# Estimating the shape of a squeezed layered crystal by hand

Take 6% off the volume of a solid, and the obvious guess is that each of its three edges shortens by about 2%. For layered boron nitride this guess is badly wrong. The crystal keeps its in-plane edge almost unchanged and takes up nearly the whole change by moving its layers closer together. A cell that has been shrunk evenly therefore has the wrong shape, and it gives up energy when it is allowed to correct that shape at the same volume.

Layered boron nitride (P6_3/mmc, 4 atoms per cell), computed with VASP 6.6.1 using r2SCAN without a dispersion correction, the recommended PBE PAW potentials, a 520 eV cutoff, a 15 × 15 × 6 k mesh and Gaussian smearing of 0.02 eV. Atomic positions and cell shape were relaxed at fixed volume; the energy drop is counted from the evenly scaled start.

| volume (relaxed cell) (Å³/atom) | c/a (relaxed cell) | shortest distance (relaxed cell) (Å) | relaxed length a (Å) | relaxed length c (Å) | energy drop per atom (meV) |
| --- | --- | --- | --- | --- | --- |
| 8.377 | 2.4925 | 1.440 | 2.49460 | 6.218 | 57.00 |
| 8.654 | 2.5643 | 1.442 | 2.49800 | 6.406 | 24.40 |
| 8.930 | 2.6382 | 1.444 | 2.50050 | 6.597 | 5.80 |
| 9.206 | 2.7132 | 1.445 | 2.50250 | 6.790 | 0.00 |
| 9.482 | 2.7896 | 1.446 | 2.50400 | 6.985 | 5.50 |
| 9.759 | 2.8668 | 1.446 | 2.50520 | 7.182 | 21.10 |
| 10.035 | 2.9448 | 1.447 | 2.50610 | 7.380 | 45.70 |

Each row is one fixed volume per atom. The relaxed length a is the edge within the layers, and the relaxed length c is the edge across them, which spans two layers. The row at 9.206 Å³ is the parent: every other calculation started from this cell, scaled evenly to the new volume. The energy drop is what each start loses on relaxing its shape, so the parent's zero follows from how the series is built.

## What happens

Follow the row at 8.654 Å³, which has 6.0% less volume than the parent. Even scaling multiplies each edge by the cube root of 0.940, or 0.980, and so shortens a from 2.50 to 2.45 Å. Relaxation brings it back to 2.498 Å and lets c shrink instead. This exchange lowers the energy by 24.4 meV per atom.

The row at 10.035 Å³ shows the reverse. Its start had stretched layers, which pulled back to a = 2.506 Å while c grew to 7.380 Å. Over the whole table a changes by only 0.5%, but c changes by 19%.

## Why it happens

Within a layer, boron and nitrogen are held by strong covalent bonds, and changing a means changing their length. Between the layers there are only weak forces. When a fixed volume has to be shared out among the edges, the cheapest way is to leave the bonds alone and alter the gap between the layers. The shortest distance in the table, which is the B–N bond, accordingly stays between 1.440 and 1.447 Å.

This gives the first rule: **keep a, and scale c with the volume**. Most of it is geometry, since once the volume and a are known, c follows. The physics lies in the nearly constant a.

The second rule concerns the energy. An evenly scaled start has its in-plane edge wrong by about one third of the volume change, because three edges share that change equally. A stretched or squeezed layer stores energy like a spring, in proportion to the square of the error in its length. The energy drop should therefore grow as the square of the volume change.

It pays to measure the volume change on a logarithmic scale, on which equal ratios count as equal steps. Let x be the volume change in percent and L the logarithmic change, also in percent. For changes of this size, L ≈ x − x²/200 is good enough by hand. The second rule then reads

**energy drop ≈ 0.63 meV per atom × L²**

The constant comes from a fit to the six rows other than the parent. It belongs to this material at this level of theory.

## Two rows worked

For 8.654 Å³, x is −6.0.

1. Keep a at the parent's value, 2.50 Å.
2. Scale c: 6.790 Å × 0.940 = 6.38 Å. The calculation gives 6.406 Å.
3. Find L: −6.0 − 36/200 = −6.18.
4. Find the drop: 0.63 × 6.18² ≈ 24 meV per atom. The calculation gives 24.4 meV.

For 10.035 Å³, x is +9.0. The first rule gives c = 6.790 Å × 1.09 = 7.40 Å, against 7.380 Å in the table. With L = 9.0 − 81/200 ≈ 8.6, the second rule gives 47 meV, against 45.7 meV. Both rows took part in the fit, so their agreement shows how well the rule sums up the table; it is no independent test.

## How good the rules are

The energy rule stays within 2.5% of the calculated drop in all six rows, and the expanded row just worked is the worst. When each row in turn is left out of the fit and then predicted, the typical miss is about 1 meV per atom. The rule for c is off by 0.6% at most, at the smallest volume. It makes c too short in every compressed row, because there the layers do shrink a little and c keeps more of its length than the rule allows.

The logarithm earns its place. The drop at the smallest volume is 1.25 times that at the largest, although both lie 9% from the parent. A square of the plain percentage gives the same value for both, and even with its best constant it misses one row by 12%. The output printed after this text gives the errors of the two hand rules row by row.

## Why one constant is enough

A single spring constant works better here than it deserves to. If the error in the edge is measured from the relaxed a, the layer turns out to be stiffer when squeezed than when stretched. The drop per squared percent of this true misfit falls steadily from 7.1 meV at the smallest volume to 6.1 meV at the largest. This fits the usual behaviour of chemical bonds, which resist shortening more than lengthening. Part of the fall comes from the layer spacing, which also changes during the relaxation and is stiffer in the compressed cells.

A second effect works against this. The relaxed layer also gives way a little to the pressure, and it does so more under compression than under expansion. At the smallest volume the start's edge is therefore wrong by 2.8%, not by the 3.1% that one third of L suggests. The stiffer spring is thus paired with a smaller error in length, and the two changes largely offset each other. This is what these rows show, and it should not be taken for a general law.

The spring picture can be checked against a quantity that the energy fit did not use. Converted to a pressure scale, the stiffness of the layers against equal stretching in both in-plane directions is about 1150 GPa, a figure that still includes a small part from the layer spacing. At 8.654 Å³ the calculated pressure is 2.1 GPa above the parent's, so a should shrink by 2.1/1150, or 0.18%, and it does. At the largest volume the same estimate gives about nine tenths of the actual drift. Most of the shortfall is a matter of thickness. The crystal is under tension there and its layers lie 9% further apart than in the parent, so each layer carries the pull on a thicker slice of crystal. Raising the estimate by 9% brings it to about 97% of the drift. A small shortfall is still expected, because the part from the layer spacing makes 1150 GPa a little too high for the layers alone.

## What to do with it

Use the rules to set up a better starting cell. If the volume of such a crystal is to be changed, keep the in-plane edge and put the change into c. The relaxation then begins close to its end point, and the large error in the bond lengths never arises.

Do not read the energy drop as the cost of compressing the crystal. At 8.654 Å³ the relaxed cell lies only 4.2 meV per atom above the parent, while the evenly scaled start lies 24.4 + 4.2 = 28.6 meV above it. An equation of state built from evenly scaled cells would make the crystal look far too hard to compress. The shape has to be relaxed at each volume first.

The same reasoning tells what to look for in another solid. The drop is large when one direction is much stiffer than another, and stiffer layers raise the constant. In a cubic crystal that stays cubic, even scaling already gives the right shape, and there is no drop from a change of shape. The value 0.63 meV should not be carried over to another material.

Two limits matter in use. The rules are tested only to 9% either side of the parent, and the error in c grows fastest towards small volumes, so going further is riskier on that side. The calculation also lacks a correction for the long-range attraction between layers. This affects the nearly constant a least. It makes the volume at which the crystal rests, and the small energies and pressures needed to move the layers, less trustworthy.

Numerical output:

```
fit of d on 6 rows (d > 0): coefficient of L2 0.6297 +/- 0.0053; rms 0.621, worst 10.035 1.12, leave-one-out rms 1.03
  rows outside the fit (model, value, miss): 9.206 0, 0, 0
Hand rules (parent row error set to 0):
     row  volume change %  log volume change %  drop by rule meV  drop error %  c by rule A  c error %
   8.377           -9.005               -9.437              56.1        -1.578        6.179    -0.6343
   8.654           -5.996               -6.183             24.09        -1.281        6.383    -0.3611
    8.93           -2.998               -3.044             5.837         0.641        6.586    -0.1602
   9.206                0                    0                 0             0         6.79          0
   9.482            2.998                2.954             5.497      -0.04753        6.994     0.1227
   9.759            6.007                5.833             21.44         1.604        7.198      0.221
  10.035            9.005                8.622             46.84         2.489        7.401     0.2905
fit of d on 6 rows (d > 0): coefficient of m2 6.608 +/- 0.01, coefficient of m3 -0.1777 +/- 0.0038; rms 0.0991, worst 8.654 0.167, leave-one-out rms 0.315
  rows outside the fit (model, value, miss): 9.206 0, 0, 0
Why it works (parent row ratios set to 0):
     row  true misfit %  drop per true misfit squared meV  drop per nominal misfit squared meV  drift of a %  drift from pressure %  relaxed energy above parent meV  share released %
   8.377         -2.829                              7.12                                5.761       -0.3162                -0.3303                            9.767             85.37
   8.654         -1.881                             6.895                                5.744         -0.18                -0.1845                            4.222             85.25
    8.93        -0.9347                             6.639                                5.634      -0.07995               -0.07919                            1.197             82.89
   9.206              0                                 0                                    0             0                      0                                0                 0
   9.482         0.9247                             6.432                                5.673       0.05992                0.05659                            0.115             97.95
   9.759          1.837                             6.255                                5.581        0.1078                0.09825                            1.137             94.88
  10.035           2.73                              6.13                                5.532        0.1438                 0.1284                            2.797             94.23
In-plane stiffness from the energies, GPa: 1150
Growth of a from smallest to largest volume, %: 0.461
Growth of c from smallest to largest volume, %: 18.69
Worst error of the best rule with plain percentages, %: 12.31
Drop at smallest volume over drop at largest volume: 1.247
```
